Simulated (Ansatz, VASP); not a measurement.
# Cross-check of Ge9H2 (armchair Ge ribbon N=9 H edges) between VASP and Ansatz

Wanted: the spread between two codes on one cell, functional and k mesh. The cell is taken from a series of runs on this material, whose earlier steps may have relaxed, scaled, displaced or heated it; both programs get it as it stands.

Main program and level: Ansatz 0.2.0; plane waves, with VASP 6.6.1 beside it; PBE.

## Step 1: Set-up

The cell holds 22 atoms: 18 Ge and 4 H. Its edges and angles: a = 25.966 Å, b = 7.670 Å, c = 7.004 Å, α = 90.0°, β = 90.0°, γ = 90.0°. Vacuum lies along a and b. The structure's axis is c.

## Step 2: VASP: single point, PBE

With cell and atoms fixed, the geometry can't cause a difference; cores, projectors, grids and the points listed under the comparison can.

Lines of VASP's logs that name or quote its potential files are left out, and so is its time.

INCAR reads:

```
SYSTEM = Ge9H2
PREC = Accurate
ENCUT = 410
EDIFF = 1E-06
NELM = 120
ISMEAR = -1
SIGMA = 0.05
LREAL = .FALSE.
ALGO = Normal
GGA = PE
NBANDS = 158
LORBIT = 11
LWAVE = .FALSE.
LCHARG = .FALSE.
ISIF = 2
LASPH = .TRUE.
GGA_COMPAT = .FALSE.
EFERMI = MIDGAP
KPAR = 4
```

POSCAR reads:

```
Ge9H2
1.0
   25.9660000000      0.0000000000      0.0000000000
    0.0000000000      7.6700000000      0.0000000000
    0.0000000000      0.0000000000      7.0037090238
Ge H
18 4
Direct
    0.1914822020      0.5463625820      0.0056056690
    0.3444100960      0.5422214090      0.9994445800
    0.5000000000      0.5432789010      0.9993047395
    0.6555899040      0.5422214090      0.9994445800
    0.8085177980      0.5463625820      0.0056056690
    0.1914822020      0.4536374180      0.3277276640
    0.3444100960      0.4577785910      0.3338887530
    0.5000000000      0.4567210990      0.3340285935
    0.6555899040      0.4577785910      0.3338887530
    0.8085177980      0.4536374180      0.3277276640
    0.2668841040      0.5451192730      0.4996952300
    0.4224387150      0.5452128490      0.5005961230
    0.5775612850      0.5452128490      0.5005961230
    0.7331158960      0.5451192730      0.4996952300
    0.2668841040      0.4548807270      0.8336381030
    0.4224387150      0.4547871510      0.8327372100
    0.5775612850      0.4547871510      0.8327372100
    0.7331158960      0.4548807270      0.8336381030
    0.1409225800      0.5039974080      0.4355297710
    0.8590774200      0.5039974080      0.4355297710
    0.1409225800      0.4960025920      0.8978035620
    0.8590774200      0.4960025920      0.8978035620
```

KPOINTS reads:

```
Automatic mesh
0
Gamma
1 1 12
0 0 0
```

Potentials, in the order of the species: Ge_d and H (PBE family, release 64).

Started as:

```sh
mpirun -np 4 vasp_std
```

Numbers of over 12 decimals in the logs are rounded to 6 here.

The log of the run:

```text
[banner, memory and clock lines left out]
running    4 mpi-ranks, on    1 nodes
 distrk:  each k-point on    1 cores,    4 groups
 distr:  one band on    1 cores,    1 groups

 POSCAR found type information on POSCAR GeH
 POSCAR found :  2 types and      22 ions
|                                                                             |
|               ----> ADVICE to this user running VASP <----                  |
|                                                                             |
|     You have a (more or less) 'large supercell' and for larger cells it     |
|     might be more efficient to use real-space projection operators.         |
|     Therefore, try LREAL= Auto in the INCAR file.                           |
|     Mind: For very accurate calculation, you might also keep the            |
|     reciprocal projection scheme (i.e. LREAL=.FALSE.).                      |
|                                                                             |

 LDA part: xc-table for (Slater+PW92), standard interpolation
 POSCAR, INCAR and KPOINTS ok, starting setup
 FFT: planning ... GRIDC
 FFT: planning ... GRID_SOFT
 FFT: planning ... GRID
 WAVECAR not read
 entering main loop
       N       E                     dE             d eps       ncg     rms          rms(c)
DAV:   1     0.255268296433E+04    0.25527E+04   -0.11269E+05  2654   0.230E+03
DAV:   2     0.395185981526E+03   -0.21575E+04   -0.20857E+04  2780   0.565E+02
DAV:   3    -0.451977791420E+02   -0.44038E+03   -0.42577E+03  2992   0.209E+02
DAV:   4    -0.851798857836E+02   -0.39982E+02   -0.39483E+02  2536   0.692E+01
DAV:   5    -0.868215035250E+02   -0.16416E+01   -0.16389E+01  3120   0.153E+01    0.105E+01
DAV:   6    -0.852109743861E+02    0.16105E+01   -0.79819E-01  2536   0.583E+00    0.614E+00
DAV:   7    -0.842759759497E+02    0.93500E+00   -0.27846E+00  2720   0.769E+00    0.101E+00
DAV:   8    -0.843016748417E+02   -0.25699E-01   -0.46497E-01  2464   0.551E+00    0.670E-01
DAV:   9    -0.843003106166E+02    0.13642E-02   -0.11416E-01  2528   0.369E+00    0.373E-01
DAV:  10    -0.842980761177E+02    0.22345E-02   -0.27029E-02  2456   0.307E+00    0.191E-01
DAV:  11    -0.842972910959E+02    0.78502E-03   -0.18684E-02  2648   0.931E-01    0.110E-01
DAV:  12    -0.842945436259E+02    0.27475E-02   -0.65060E-03  2512   0.113E+00    0.660E-02
DAV:  13    -0.842953830739E+02   -0.83945E-03   -0.14921E-03  2360   0.747E-01    0.277E-02
DAV:  14    -0.842969071597E+02   -0.15241E-02   -0.14665E-03  3242   0.171E-01    0.194E-02
DAV:  15    -0.842975136824E+02   -0.60652E-03   -0.17972E-04  2428   0.132E-01    0.142E-02
DAV:  16    -0.842980064116E+02   -0.49273E-03   -0.35646E-05  2402   0.133E-01    0.670E-03
DAV:  17    -0.842983659088E+02   -0.35950E-03   -0.25921E-05  2550   0.452E-02    0.459E-03
DAV:  18    -0.842986366342E+02   -0.27073E-03   -0.16363E-05  2388   0.435E-02    0.334E-03
DAV:  19    -0.842987272481E+02   -0.90614E-04   -0.70910E-06  2396   0.285E-02    0.209E-03
DAV:  20    -0.842987644957E+02   -0.37248E-04   -0.44341E-06  1670   0.178E-02    0.977E-04
DAV:  21    -0.842987637424E+02    0.75336E-06   -0.14805E-06  1704   0.135E-02
   1 F= -.84298764E+02 E0= -.84297186E+02  d E =-.315480E-02
```

From OUTCAR (step 2):

```text
ion  position               nearest neighbor table
   1  0.191  0.546  0.006-  21 1.56   6 2.37  15 2.40
   2  0.344  0.542  0.999-  15 2.42   7 2.43  16 2.43
   3  0.500  0.543  0.999-  16 2.42  17 2.42   8 2.44
   4  0.656  0.542  0.999-  18 2.42   9 2.43  17 2.43
   5  0.809  0.546  0.006-  22 1.56  10 2.37  18 2.40
   6  0.191  0.454  0.328-  19 1.56   1 2.37  11 2.40
   7  0.344  0.458  0.334-  11 2.42   2 2.43  12 2.43
   8  0.500  0.457  0.334-  12 2.42  13 2.42   3 2.44
   9  0.656  0.458  0.334-  14 2.42   4 2.43  13 2.43
  10  0.809  0.454  0.328-  20 1.56   5 2.37  14 2.40
  11  0.267  0.545  0.500-   6 2.40   7 2.42  15 2.44
  12  0.422  0.545  0.501-   8 2.42  16 2.43   7 2.43
  13  0.578  0.545  0.501-   8 2.42  17 2.43   9 2.43
  14  0.733  0.545  0.500-  10 2.40   9 2.42  18 2.44
  15  0.267  0.455  0.834-   1 2.40   2 2.42  11 2.44
  16  0.422  0.455  0.833-   3 2.42  12 2.43   2 2.43
  17  0.578  0.455  0.833-   3 2.42  13 2.43   4 2.43
  18  0.733  0.455  0.834-   5 2.40   4 2.42  14 2.44
  19  0.141  0.504  0.436-   6 1.56
  20  0.859  0.504  0.436-  10 1.56
  21  0.141  0.496  0.898-   1 1.56
  22  0.859  0.496  0.898-   5 1.56

  LATTYP: Found a simple orthorhombic cell.
 ALAT       =     7.0037090238
 B/A-ratio  =     1.0951340174
 C/A-ratio  =     3.7074641325

 Subroutine GETGRP returns: Found  4 space group operations
 (whereof  2 operations were pure point group operations)

The static configuration has the point symmetry C_1h.
 The point group associated with its full space group is C_2h.

 Found      7 irreducible k-points:

   k-points           NKPTS =      7   k-points in BZ     NKDIM =      7   number of bands    NBANDS=    158

   dimension x,y,z NGX =   180 NGY =   54 NGZ =   48
   dimension x,y,z NGXF=   360 NGYF=  108 NGZF=   96

   ENCUT  =  410.0 eV  30.13 Ry    5.49 a.u.  42.87 12.66 11.56*2*pi/ulx,y,z

   NELECT =     256.0000    total number of electrons

 k-points in reciprocal lattice and weights: Automatic mesh
   0.00000000  0.00000000  0.00000000       0.083
   0.00000000  0.00000000  0.08333333       0.167
   0.00000000  0.00000000  0.16666667       0.167
   0.00000000  0.00000000  0.25000000       0.167
   0.00000000  0.00000000  0.33333333       0.167
   0.00000000  0.00000000  0.41666667       0.167
   0.00000000  0.00000000  0.50000000       0.083

 average (electrostatic) potential at core
       1 -80.7110       2 -80.7570       3 -80.7553       4 -80.7570       5 -80.7110
       6 -80.7110       7 -80.7570       8 -80.7553       9 -80.7570      10 -80.7110
      11 -80.7491      12 -80.7533      13 -80.7533      14 -80.7491      15 -80.7491
      16 -80.7533      17 -80.7533      18 -80.7491      19 -38.5709      20 -38.5709
      21 -38.5709      22 -38.5709

 E-fermi :  -1.7179

 k-point     1 :       0.0000    0.0000    0.0000
  band No.  band energies     occupation
    ...
    124      -2.6865      2.00000
    125      -2.3768      2.00000
    126      -2.3294      1.99999
    127      -2.1015      1.99907
    128      -1.8795      1.92394
    129      -1.5568      0.07658
    130      -1.2950      0.00042
    131      -1.1964      0.00006
    132      -1.0380      0.00000
    133      -0.6546      0.00000
    ...

 k-point     2 :       0.0000    0.0000    0.0833
  band No.  band energies     occupation
    ...
    124      -2.6572      2.00000
    125      -2.5278      2.00000
    126      -2.4247      2.00000
    127      -2.1437      1.99960
    128      -2.0507      1.99743
    129      -1.3874      0.00269
    130      -1.2653      0.00023
    131      -1.0915      0.00001
    132      -0.9545      0.00000
    133      -0.6517      0.00000
    ...

 k-point     3 :       0.0000    0.0000    0.1667
  band No.  band energies     occupation
    ...
    124      -2.7008      2.00000
    125      -2.6533      2.00000
    126      -2.6394      2.00000
    127      -2.3161      1.99999
    128      -2.2570      1.99996
    129      -1.1873      0.00005
    130      -1.1264      0.00001
    131      -0.8485      0.00000
    132      -0.7460      0.00000
    133      -0.7106      0.00000
    ...

  Total       -1.3142904      1.4339894     -1.3465300      0.0000000      0.0403085      0.0000000
  in kB       -1.5096400      1.6471305     -1.5466716      0.0000000      0.0462997      0.0000000
  external PRESSURE =      -0.4697270 kB  Pullay stress =       0.0000000 kB

  energy-cutoff  :      410.00
  volume of cell :     1394.85
      direct lattice vectors                 reciprocal lattice vectors
    25.966000000  0.000000000  0.000000000     0.038511900  0.000000000  0.000000000
     0.000000000  7.670000000  0.000000000     0.000000000  0.130378096  0.000000000
     0.000000000  0.000000000  7.003709024     0.000000000  0.000000000  0.142781489

 POSITION                                       TOTAL-FORCE (eV/Angst)
 -----------------------------------------------------------------------------------
      4.97203      4.19060      0.03926        -0.002552     -0.015376      0.005205
      8.94295      4.15884      6.99982        -0.002639      0.010868      0.003684
     12.98300      4.16695      6.99884         0.000000      0.006431      0.001669
     17.02305      4.15884      6.99982         0.002639      0.010868      0.003684
     20.99397      4.19060      0.03926         0.002552     -0.015376      0.005205
      4.97203      3.47940      2.29531        -0.002552      0.015376     -0.005205
      8.94295      3.51116      2.33846        -0.002639     -0.010868     -0.003684
     12.98300      3.50305      2.33944         0.000000     -0.006431     -0.001669
     17.02305      3.51116      2.33846         0.002639     -0.010868     -0.003684
     20.99397      3.47940      2.29531         0.002552      0.015376     -0.005205
      6.92991      4.18106      3.49972        -0.003935      0.006192     -0.000941
     10.96904      4.18178      3.50603         0.001881      0.003873      0.003583
     14.99696      4.18178      3.50603        -0.001881      0.003873      0.003583
     19.03609      4.18106      3.49972         0.003935      0.006192     -0.000941
      6.92991      3.48894      5.83856        -0.003935     -0.006192      0.000941
     10.96904      3.48822      5.83225         0.001881     -0.003873     -0.003583
     14.99696      3.48822      5.83225        -0.001881     -0.003873     -0.003583
     19.03609      3.48894      5.83856         0.003935     -0.006192      0.000941
      3.65920      3.86566      3.05032         0.008946     -0.001846     -0.008731
     22.30680      3.86566      3.05032        -0.008946     -0.001846     -0.008731
      3.65920      3.80434      6.28795         0.008946      0.001846      0.008731
     22.30680      3.80434      6.28795        -0.008946      0.001846      0.008731
 -----------------------------------------------------------------------------------
    total drift:                                0.000000     -0.000000     -0.000000

  FREE ENERGIE OF THE ION-ELECTRON SYSTEM (eV)
  ---------------------------------------------------
  free  energy   TOTEN  =       -84.2987637424 eV

  energy  without entropy=      -84.2956089437  energy(sigma->0) =      -84.29718634

 total charge
# of ion       s       p       d       tot
------------------------------------------
    1        1.154   1.223  10.019  12.396
    2        1.179   1.143  10.004  12.327
    3        1.181   1.140  10.004  12.325
    4        1.179   1.143  10.004  12.327
    5        1.154   1.223  10.019  12.396
    6        1.154   1.223  10.019  12.396
    7        1.179   1.143  10.004  12.327
    8        1.181   1.140  10.004  12.325
    9        1.179   1.143  10.004  12.327
   10        1.154   1.223  10.019  12.396
   11        1.176   1.152  10.005  12.334
   12        1.180   1.141  10.005  12.326
   13        1.180   1.141  10.005  12.326
   14        1.176   1.152  10.005  12.334
   15        1.176   1.152  10.005  12.334
   16        1.180   1.141  10.005  12.326
   17        1.180   1.141  10.005  12.326
   18        1.176   1.152  10.005  12.334
   19        0.531   0.012   0.000   0.543
   20        0.531   0.012   0.000   0.543
   21        0.531   0.012   0.000   0.543
   22        0.531   0.012   0.000   0.543
--------------------------------------------------
tot         23.245  20.964 180.139 224.349

[... 3 further parts left out ...]
```

(Continued in part 2 of 2.)

[Lines on the potential files, build, host, timing and source positions are cut from VASP's logs without a mark.]

[Logs are printed without paths, hosts, clocks, repeated set-up lines and the standing remarks that a program may print on its own settings, such as how far it seeks lower states.]

[Hosts, paths, dates, database ids (printed as entryN), source tags and the programs' standing remarks are cut or masked in the printed files.]
